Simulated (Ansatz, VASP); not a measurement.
# MoS2: VASP beside Ansatz, part 2 of 2

One calculation is typed for both programs; each brings its own data sets. How far apart do they land? The cell is taken from a series of runs on this material, whose earlier steps may have relaxed, scaled, displaced or heated it; both programs get it as it stands.

VASP 6.6.1 and Ansatz 0.2.0.

So far. Step 2 (VASP: single point, PBE, pair 1): The run ends at a pressure of 4.91 GPa, with forces up to 0.018 eV/Å.

## Step 6: VASP: single point, PBE, pair 2

Level of this step: PBE, no spin polarisation; plane waves and PAW (Mo_sv, S) (VASP).

The same cell, functional, mesh and smearing now go to VASP, with its own data sets.

The input, INCAR:

```
SYSTEM = MoS2
PREC = Accurate
ENCUT = 400
EDIFF = 1E-06
NELM = 120
ISMEAR = -1
SIGMA = 0.02
LREAL = .FALSE.
ALGO = Normal
GGA = PE
NBANDS = 32
LASPH = .TRUE.
LORBIT = 11
LWAVE = .FALSE.
LCHARG = .FALSE.
ISIF = 2
GGA_COMPAT = .FALSE.
EFERMI = MIDGAP
KPAR = 2
```

The input, POSCAR:

```
MoS2
1.0
    3.1492421942      0.0000000000      0.0000000000
   -1.5746210971      2.7273237428      0.0000000000
    0.0000000000      0.0000000000     12.0904894332
Mo S
2 4
Direct
    0.3333333333      0.6666666667      0.2500000000
    0.6666666667      0.3333333333      0.7500000000
    0.3333333333      0.6666666667      0.6204915660
    0.6666666667      0.3333333333      0.1204915660
    0.3333333333      0.6666666667      0.8795084340
    0.6666666667      0.3333333333      0.3795084340
```

The input, KPOINTS:

```
Automatic mesh
0
Gamma
12 12 2
0 0 0
```

Potentials, in the order of the species: Mo_sv and S (PBE family, release 64).

Command:

```sh
mpirun -np 2 vasp_std
```

Numbers of over 12 decimals in the logs are rounded to 6 here.

What it wrote:

```text
[... set-up lines as in an earlier step ...]
 entering main loop
       N       E                     dE             d eps       ncg     rms          rms(c)
DAV:   1     0.383952125659E+03    0.38395E+03   -0.26261E+04  2744   0.126E+03
DAV:   2    -0.270258363836E+02   -0.41098E+03   -0.40027E+03  3048   0.355E+02
DAV:   3    -0.460408959764E+02   -0.19015E+02   -0.18872E+02  3112   0.690E+01
DAV:   4    -0.464086609778E+02   -0.36777E+00   -0.36679E+00  2952   0.967E+00
[...]
DAV:  13    -0.435384169210E+02   -0.57548E-05   -0.12405E-04  3192   0.575E-02    0.101E-02
DAV:  14    -0.435384194594E+02   -0.25384E-05   -0.95712E-06  2640   0.172E-02    0.154E-02
DAV:  15    -0.435384197942E+02   -0.33483E-06   -0.18597E-06  2408   0.813E-03
   1 F= -.43538420E+02 E0= -.43538420E+02  d E =-.421165E-10
```

OUTCAR, selected parts (step 6):

```text
  Total        2.4349482      2.4349482      2.4128828      0.0000000     -0.0000000     -0.0000000
  in kB       37.5676192     37.5676192     37.2271835      0.0000000     -0.0000000     -0.0000000
  external PRESSURE =      37.4541406 kB  Pullay stress =       0.0000000 kB

 POSITION                                       TOTAL-FORCE (eV/Angst)
 -----------------------------------------------------------------------------------
     -0.00000      1.81822      3.02262         0.000000     -0.000000     -0.000000
      1.57462      0.90911      9.06787        -0.000000      0.000000     -0.000000
     -0.00000      1.81822      7.50205         0.000000      0.000000      0.015984
      1.57462      0.90911      1.45680        -0.000000     -0.000000      0.015984
     -0.00000      1.81822     10.63369         0.000000      0.000000     -0.015984
      1.57462      0.90911      4.58844        -0.000000      0.000000     -0.015984
 -----------------------------------------------------------------------------------
    total drift:                                0.000000     -0.000000      0.000000

  FREE ENERGIE OF THE ION-ELECTRON SYSTEM (eV)
  ---------------------------------------------------
  free  energy   TOTEN  =       -43.5384197942 eV

  energy  without entropy=      -43.5384197942  energy(sigma->0) =      -43.53841979

[... 1 part as in an earlier step ...]

[... 2 further parts left out ...]
[key lines of the parts left out:]
E-fermi :   8.3479
```

The run ends at a pressure of 3.75 GPa, with forces up to 0.016 eV/Å.

## Step 7: Differences

Compared:

| quantity | Ansatz | VASP | difference |
| --- | --- | --- | --- |
| gap on the k mesh (eV) | 0.785 | 0.800 | -0.016 |

A gap on the mesh is an upper bound, since the band edges may lie between its points.

## Step 8: Ansatz: single point, LDA

With cell and atoms fixed, the geometry can't cause a difference; cores, projectors, grids and the points listed under the comparison can. The cell compared in this pair holds 106.13 Å³, against 103.85 Å³ for the pair before.

The cell is taken from a series of runs on this material, whose earlier steps may have relaxed, scaled, displaced or heated it; both programs get it as it stands.

The input, input.yaml:

```yaml
crystal:
  lattice:
    - [3.1579598862, 0.0, 0.0]
    - [-1.5789799431, 2.7348734856, 0.0]
    - [0.0, 0.0, 12.2880904366]
  atoms:
    - { symbol: Mo, position: [0.3333333333, 0.6666666667, 0.25] }
    - { symbol: Mo, position: [0.6666666667, 0.3333333333, 0.75] }
    - { symbol: S, position: [0.3333333333, 0.6666666667, 0.6226282261] }
    - { symbol: S, position: [0.6666666667, 0.3333333333, 0.1226282261] }
    - { symbol: S, position: [0.3333333333, 0.6666666667, 0.8773717739] }
    - { symbol: S, position: [0.6666666667, 0.3333333333, 0.3773717739] }
kpoints:
  mp_grid: { grid: [12, 12, 2] }
  band_path:
    path:
      - [0.0, 0.0, 0.0]
      - [0.5, 0.0, 0.0]
      - [0.33333333, 0.33333333, 0.0]
      - [0.0, 0.0, 0.5]
      - [0.5, 0.0, 0.5]
      - [0.33333333, 0.33333333, 0.5]
      - [0.1666666667, 0.1666666667, 0.0]
    npoints: 1
hamiltonian:
  xc: lda
scf:
  occupations: { method: fixed }
  n_extra_bands: 6
output:
  eigenvalues: true
  write_density: true
  write_potential: true
  elf: true
  volumetric_format: npy
basis:
  ecutwfc: 550.0
```

Command:

```sh
ansatz run input.yaml --threads 3 --pin off --max-ram 92160MiB --backend cuda --devices 1 --max-vram 13GiB --events-out ev --progress --plain --runs-dir out
```

What it wrote:

```text
[...]
GPUs: using 1 of 1 available (devices: 1).
[...]
GPU FFT provider: cuFFT
GPU libraries: cuBLAS 13.8.2, cuFFT 12.4.0, cuSOLVER 12.3.4
Crystal: 6 atoms, lattice volume = 106.128 Å³
Basis set: ecut = 550 eV, 3083 PW (Γ)
Bands: 32, of which v1, the nominal top of the filled ones, is band 26 counted from 1 (25 counted from 0)
Symmetry: 24 space group operations
[...]
k-points: 38 of 288
[...]
--- Band table (eV; the first three rows and the last of 38) ---
  k-point 0: bands = [... 22 lower, 8.6957, 9.5846, 9.6657, 10.8264, 12.9317, 12.9317, 12.9602, 12.9602, ... 2 higher]
  k-point 1: bands = [... 22 lower, 8.6716, 8.6716, 10.5522, 10.5522, 12.9369, 12.9369, 12.9369, 12.9369, ... 2 higher]
  k-point 2: bands = [... 22 lower, 8.7704, 9.6013, 9.8166, 10.6193, 12.8028, 12.8422, 12.9151, 12.9737, ... 2 higher]
  k-point 37: bands = [... 22 lower, 7.9499, 7.9499, 10.0968, 10.0968, 11.8803, 11.8803, 13.0392, 13.0392, ... 2 higher]
[key lines of the parts left out:]
SCF converged after 7 iterations
Free energy (F): -13169.731879 eV
Fermi energy:    10.826447 eV
```

## Step 9: VASP: single point, LDA

The same cell, functional (in two slightly different forms) and mesh now go to VASP, with its own data sets.

INCAR, as its differences from that of step 6:

```diff
@@ -5,7 +5,7 @@
 NELM = 120
-ISMEAR = -1
-SIGMA = 0.02
+ISMEAR = 0
+SIGMA = 0.01
 LREAL = .FALSE.
 ALGO = Normal
-GGA = PE
+GGA = CA
 NBANDS = 32
```

The input, POSCAR:

```
MoS2
1.0
    3.1579598862      0.0000000000      0.0000000000
   -1.5789799431      2.7348734856      0.0000000000
    0.0000000000      0.0000000000     12.2880904366
Mo S
2 4
Direct
    0.3333333333      0.6666666667      0.2500000000
    0.6666666667      0.3333333333      0.7500000000
    0.3333333333      0.6666666667      0.6226282261
    0.6666666667      0.3333333333      0.1226282261
    0.3333333333      0.6666666667      0.8773717739
    0.6666666667      0.3333333333      0.3773717739
```

KPOINTS is that of step 6.

PAW data sets: Mo_sv and S (LDA family, release 64).

Command:

```sh
mpirun -np 2 vasp_std
```

What it wrote:

```text
[banner, memory and clock lines left out]
running    2 mpi-ranks, on    1 nodes
[...]
LDA part: xc-table for (Slater(with rela. corr.)+CA(PZ))
 , standard interpolation
 POSCAR, INCAR and KPOINTS ok, starting setup
[...]
entering main loop
       N       E                     dE             d eps       ncg     rms          rms(c)
DAV:   1     0.400619412174E+03    0.40062E+03   -0.25939E+04  2744   0.126E+03
DAV:   2    -0.292335807303E+02   -0.42985E+03   -0.41807E+03  2920   0.367E+02
DAV:   3    -0.514445256887E+02   -0.22211E+02   -0.22049E+02  3128   0.742E+01
DAV:   4    -0.518749927598E+02   -0.43047E+00   -0.42943E+00  2912   0.103E+01
[...]
DAV:  13    -0.489095525189E+02    0.21886E-04   -0.22145E-04  3176   0.808E-02    0.218E-02
DAV:  14    -0.489095500396E+02    0.24793E-05   -0.23697E-05  2952   0.305E-02    0.899E-03
DAV:  15    -0.489095501145E+02   -0.74890E-07   -0.83861E-07  2040   0.501E-03
   1 F= -.48909550E+02 E0= -.48909550E+02  d E =0.000000E+00
```

From OUTCAR (step 9):

```text
  Total       -3.1680680     -3.1680680     -3.1951229     -0.0000000      0.0000000      0.0000000
  in kB      -47.8274058    -47.8274058    -48.2358454     -0.0000000      0.0000000      0.0000000
  external PRESSURE =     -47.9635524 kB  Pullay stress =       0.0000000 kB

 POSITION                                       TOTAL-FORCE (eV/Angst)
 -----------------------------------------------------------------------------------
     -0.00000      1.82325      3.07202        -0.000000     -0.000000     -0.000000
      1.57898      0.91162      9.21607         0.000000      0.000000     -0.000000
     -0.00000      1.82325      7.65091        -0.000000      0.000000      0.400912
      1.57898      0.91162      1.50687         0.000000      0.000000      0.400912
     -0.00000      1.82325     10.78122         0.000000     -0.000000     -0.400912
      1.57898      0.91162      4.63718        -0.000000      0.000000     -0.400912
 -----------------------------------------------------------------------------------
    total drift:                               -0.000000      0.000000     -0.000000

  FREE ENERGIE OF THE ION-ELECTRON SYSTEM (eV)
  ---------------------------------------------------
  free  energy   TOTEN  =       -48.9095501145 eV

  energy  without entropy=      -48.9095501145  energy(sigma->0) =      -48.90955011

[... 1 part as in an earlier step ...]

[... 2 further parts left out ...]
[key lines of the parts left out:]
E-fermi :   7.8856
```

The run ends at a pressure of -4.80 GPa, with forces up to 0.40 eV/Å.

## Step 10: Comparison

What differs besides the data sets and the points named for the pairs above, as far as they apply: the two LDA forms differ slightly; fixed occupations in Ansatz, narrow Gaussian smearing in VASP; VASP's log shows a relativistic correction to its local exchange, Ansatz's none. Total energies have different zeros and are not compared.

Both answers:

| quantity | Ansatz | VASP | difference |
| --- | --- | --- | --- |
| gap on the k mesh (eV) | 0.801 | 0.811 | -0.010 |

A gap on the mesh is an upper bound, since the band edges may lie between its points.

## Step 11: Outcome

```yaml
difference_in_gap_on_the_k_mesh_single_point_pbe_pair_1: -0.017 eV
difference_in_gap_on_the_k_mesh_single_point_pbe_pair_2: -0.016 eV
difference_in_gap_on_the_k_mesh_single_point_lda: -0.0099 eV
```

The difference in gap on the k mesh is -0.017 eV (single point, PBE, pair 1), within the 0.08 eV picked in this series as the mark of a large difference. 5 further runs of this series are not shown here. How closely two codes agree says nothing of how well the functional describes the real material.

[Lines on the potential files, build, host, timing and source positions are cut from VASP's logs without a mark.]

[Logs are printed without paths, hosts, clocks, repeated set-up lines and the standing remarks that a program may print on its own settings, such as how far it seeks lower states.]

[Hosts, paths, dates, database ids (printed as entryN), source tags and the programs' standing remarks are cut or masked in the printed files.]
